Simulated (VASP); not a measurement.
FC2I2H3, in a box:

```
CELL_PARAMETERS angstrom
13.00000 0.00000 0.00000
0.00000 13.00000 0.00000
0.00000 0.00000 13.00000
ATOMIC_POSITIONS crystal
F 0.44497 0.48088 0.62036
C 0.51835 0.49528 0.54806
C 0.47328 0.50314 0.44269
I 0.62211 0.36435 0.55062
I 0.37989 0.63888 0.42938
H 0.56597 0.56076 0.56952
H 0.53315 0.51038 0.38487
H 0.42364 0.43805 0.42557
```

Program: VASP 6.6.1. Alike in all runs: task single point; no spin polarisation; cell as given; k mesh 1 × 1 × 1; smearing gaussian 0.01 eV.

**Question.** Order these runs on this cell by their band gap on the k mesh, lowest first.
A. level PBE+TS; potentials or basis VASP PAW PBE potentials, release 64 (F, C, I, H); cutoff (eV) 520
B. level B3LYP+D3(BJ); potentials or basis VASP PAW PBE potentials, release 64 (F_h, C_h, I, H_h); cutoff (eV) 900; grid for exact exchange (PRECFOCK) Fast; exchange at q = 0 truncated
C. level HSE06; potentials or basis VASP PAW PBE potentials, release 64 (F, C, I, H); cutoff (eV) 520; grid for exact exchange (PRECFOCK) Fast; screening parameter 0.2 1/A

**Answer.** A (3.83 eV), C (5.10 eV), B (5.36 eV).

Caveats: spin-orbit coupling is left out, which moves the levels of the heavy elements.

A k mesh can miss the band edges.

Not every run made on this cell is shown here.
